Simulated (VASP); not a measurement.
Here is a VASP 6.6.1 calculation.

The input INCAR:

```
SYSTEM = CeMg6Mn
ALGO     = Normal         ! electronic algorithm
EDIFF    = 1E-7           ! SCF threshold, eV
ENCUT    = 520            ! plane-wave cutoff, eV
GGA      = PE             ! functional
ISIF     = 2              ! what is computed and relaxed
ISMEAR   = -1             ! smearing method
ISPIN    = 2              ! spin polarisation
LASPH    = .TRUE.         ! aspherical terms in the spheres
LCHARG   = .FALSE.        ! write CHGCAR
LMAXMIX  = 6              ! l up to which the mixer works
LORBIT   = 11             ! projections on sites
LREAL    = .FALSE.        ! projectors in reciprocal space
LWAVE    = .FALSE.        ! write WAVECAR
MAGMOM   = 1 4 0 0 0 0 0 0 ! initial moments
NBANDS   = 32             ! bands
NELM     = 120            ! most SCF steps
PREC     = Accurate       ! precision mode
SIGMA    = 0.05           ! smearing width, eV
```

The input KPOINTS:

```
k-points
0
G
  6 5 5
  0 0 0
```

The input POSCAR:

```
CeMg6Mn
1.0
    4.5995246900      0.0000000000      0.0000000000
    0.0000000000      3.1594079217      6.0821192295
    0.0000000000     -3.1594079217      6.0821192295
Ce Mn Mg
1 1 6
Direct
    0.4996400000      0.7063750000      0.7177000000
    0.0081910000      0.7898420000      0.7769960000
    0.4966290000      0.1534670000      0.1658100000
    0.5018780000      0.6891030000      0.1757360000
    0.5087660000      0.1789890000      0.6872670000
    0.0057100000      0.3152000000      0.3223390000
   -0.0007210000      0.8111090000      0.3422780000
   -0.0041470000      0.3350840000      0.8298160000
```

Potentials or basis: VASP PAW PBE potentials, release 64 (Ce, Mn_pv, Mg).

Command:

```bash
$ cat potpaw_PBE.64/Ce/POTCAR potpaw_PBE.64/Mn_pv/POTCAR potpaw_PBE.64/Mg/POTCAR > POTCAR
$ mpirun -np 1 vasp_std > vasp.out
```

(1) Predict the largest force.

(2) Estimate the site moments.

(3) Estimate the pressure.

(4) What does it give for the band gap on the k mesh?

Answers

(1) 0.312 eV/Å.

(2) Ce -0.56; Mn +1.97; Mg -0.00, -0.01 μB.

(3) 1.5 GPa.

(4) none (metal or under the smearing width).

Caveat: the magnetic or orbital state may not be the lowest; spin-orbit coupling is left out, which moves the levels of the heavy elements; without U or exact exchange the open f shell lies at the Fermi level, which spoils levels, moments and volumes.
